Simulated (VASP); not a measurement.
OSZICAR of a VASP run on MoS$_{2}$ (space group P6_3/mmc):

**OSZICAR**
```
       N       E                     dE             d eps       ncg     rms          rms(c)
DAV:   1     0.414546275904E+03    0.41455E+03   -0.25845E+04  2248   0.131E+03
DAV:   2    -0.202432640694E+02   -0.43479E+03   -0.42240E+03  2398   0.372E+02
DAV:   3    -0.459019805229E+02   -0.25659E+02   -0.25428E+02  2494   0.807E+01
DAV:   4    -0.465693044797E+02   -0.66732E+00   -0.66417E+00  2450   0.127E+01
DAV:   5    -0.465900083944E+02   -0.20704E-01   -0.20677E-01  2598   0.203E+00    0.353E+01
DAV:   6    -0.444459888219E+02    0.21440E+01   -0.21531E+01  2276   0.250E+01    0.137E+01
DAV:   7    -0.440442250281E+02    0.40176E+00   -0.93986E+00  2228   0.158E+01    0.840E+00
DAV:   8    -0.437188711378E+02    0.32535E+00   -0.15002E+00  2508   0.686E+00    0.295E+00
DAV:   9    -0.437317022379E+02   -0.12831E-01   -0.17229E-01  2588   0.195E+00    0.134E+00
DAV:  10    -0.437228186383E+02    0.88836E-02   -0.57481E-02  2498   0.136E+00    0.390E-01
DAV:  11    -0.437231801204E+02   -0.36148E-03   -0.24012E-03  2430   0.266E-01    0.252E-01
DAV:  12    -0.437230646862E+02    0.11543E-03   -0.63180E-04  2426   0.140E-01    0.649E-02
DAV:  13    -0.437230491433E+02    0.15543E-04   -0.82715E-05  2508   0.482E-02    0.326E-02
DAV:  14    -0.437230575244E+02   -0.83811E-05   -0.27752E-05  2466   0.271E-02    0.139E-02
DAV:  15    -0.437230582139E+02   -0.68949E-06   -0.17565E-06  1934   0.755E-03
   1 F= -.46360971E+02 E0= -.46360971E+02  d E =-.145758E-19  mag=     0.0000     0.0000     0.0000
       N       E                     dE             ncg
       N       E                     dE             ncg
       N       E                     dE             ncg
```

Q: Which electronic solver shows in the log?

A: It is blocked Davidson (ALGO = Normal, or the opening steps of other solvers). The INCAR had ALGO = Normal.

Q: How was spin treated?

A: With non-collinear spinors: mag has three components.

Q: Can the final energy be trusted as converged?

A: The calculation finished and met its thresholds. It stopped with EDIFF = 1E-6, NELM = 100 (PBE GGA with D3 dispersion (Becke-Johnson damping) with spin-orbit coupling, plane waves, VASP's PBE PAW potentials (set 64)).

The structure comes from a measured MoS2 entry (P6_3/mmc) of the Crystallography Open Database, whose conditions weren't checked. It was relaxed first.
